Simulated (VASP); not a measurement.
Data:

```
CELL_PARAMETERS angstrom
      2.94182    -4.16218     0.00000
      2.94182     4.16218     0.00000
      0.00000     0.00000     2.94783
ATOMIC_POSITIONS crystal
  Mg 0.50000 0.50000 0.00000
  Mg 0.00000 0.50000 0.50000
  Mg 0.50000 0.00000 0.50000
  Zn 0.00000 0.00000 0.00000
  O  0.25280 0.74720 0.00000
  O  0.74720 0.25280 0.00000
  O  0.74489 0.74489 0.50000
  O  0.25511 0.25511 0.50000
```

Level of theory: LDA (Ceperley-Alder, Perdew-Zunger), VASP's LDA PAW potentials (set 64) (plane waves; VASP). Settings: 520 eV cut-off, Gaussian smearing of 0.050 eV, potentials Mg Zn O.

Problem. Give the energies of bands 11 to 24 at the high-symmetry points, in eV from the valence-band maximum.

Solution. 
```tsv
band	Γ	Y	C0	Z	A0	T	S	R
11	-4.04	-3.78	-3.61	-3.86	-4.28	-4.30	-3.65	-4.40
12	-3.43	-3.20	-3.54	-3.85	-3.61	-3.60	-3.23	-3.49
13	-1.97	-2.76	-2.98	-3.31	-3.58	-3.57	-2.64	-3.16
14	-1.95	-2.08	-2.61	-3.29	-2.17	-2.05	-2.61	-2.68
15	-1.08	-1.76	-1.60	-2.87	-1.97	-1.94	-1.96	-2.56
16	-0.98	-1.40	-1.42	-2.77	-1.94	-1.94	-1.62	-2.01
17	-0.48	-1.39	-1.16	-2.30	-1.85	-1.85	-1.12	-1.69
18	-0.48	-1.12	-1.09	-1.79	-1.37	-1.08	-0.87	-1.64
19	-0.47	-1.03	-1.02	-1.39	-1.18	-0.98	-0.86	-1.52
20	-0.16	-0.91	-0.79	-1.11	-0.48	-0.01	-0.04	-0.84
21	-0.03	-0.16	-0.10	-0.01	-0.11	0.00	0.00	-0.48
22	3.70	6.36	6.39	7.81	7.00	6.70	5.81	7.54
23	7.08	7.82	7.92	8.61	7.64	7.03	6.62	8.69
24	7.30	8.76	7.95	10.18	7.88	7.33	8.89	9.00
```

The gap is indirect, 3.70 eV, from the valence maximum at S to the conduction minimum at Γ.

The structure comes from a computed database's Mg3ZnO4 entry (Cmmm); how it stands against other phases isn't given here. It was relaxed first, which changed the volume by -8 %.
